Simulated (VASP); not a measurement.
Computed with r2SCAN+rVV10, VASP's PBE PAW potentials (set 64) (plane waves; VASP).

The input files of a VASP run:

### POSCAR
```
CoGa
1.0
  2.8360772123   0.0000000000   0.0000000000
  0.0000000000   2.8360772123   0.0000000000
  0.0000000000   0.0000000000   2.8360772123
Ga Co
1 1
Cartesian
  1.4180386062   1.4180386062   1.4180386062
  0.0000000000   0.0000000000   0.0000000000
```

KPOINTS:
```
Automatic mesh
0
Gamma
13 13 13
0 0 0
```

INCAR:
```
CPARAM = 0.0093
SYSTEM = CoGa
LWAVE = .FALSE.
NELM = 100
ENCUT = 520
LASPH = .TRUE.   ! aspherical one-centre terms
METAGGA = R2SCAN
LMIXTAU = .TRUE.
SIGMA = 0.1
PREC = Accurate
LCHARG = .FALSE.
ISMEAR = 1
LMAXMIX = 4   ! l cut-off of mixed one-centre charges
ISIF = 2   ! forces and stress, cell fixed
LUSE_VDW = .TRUE.
LREAL = .FALSE.   ! projection in real space or not
ALGO = Normal   ! blocked Davidson
BPARAM = 11.95
EDIFF = 1E-7
```

POTCAR, in this order: Ga_d Co (PBE.64 set). Program: vasp_std.

Estimate the energy per atom (σ→0), band gap (on the k-mesh).

* **energy per atom (σ→0)**: -12.248 eV/atom
* **band gap (on the k-mesh)**: none (metal, semimetal or under 0.01 eV)

**OSZICAR**
```
...
DAV:  11    -0.244936827141E+02    0.15556E-02   -0.65473E-03  3391   0.101E+00    0.875E-02
DAV:  12    -0.244949369869E+02   -0.12543E-02   -0.11620E-03  2632   0.427E-01    0.290E-02
DAV:  13    -0.244949619616E+02   -0.24975E-04   -0.67875E-05  2899   0.855E-02    0.157E-02
DAV:  14    -0.244949609415E+02    0.10201E-05   -0.45474E-05  3045   0.934E-02    0.732E-03
DAV:  15    -0.244949647064E+02   -0.37649E-05   -0.49497E-06  2989   0.355E-02    0.252E-03
DAV:  16    -0.244949652078E+02   -0.50136E-06   -0.34332E-07  3203   0.762E-03    0.131E-03
DAV:  17    -0.244949652256E+02   -0.17824E-07   -0.54016E-08  1484   0.336E-03
   1 F= -.24494965E+02 E0= -.24495610E+02  d E =0.193293E-02
```

The compound is CoGa in the CsCl type structure. It was relaxed first. The run is not spin-polarised, so no magnetic state was tried.
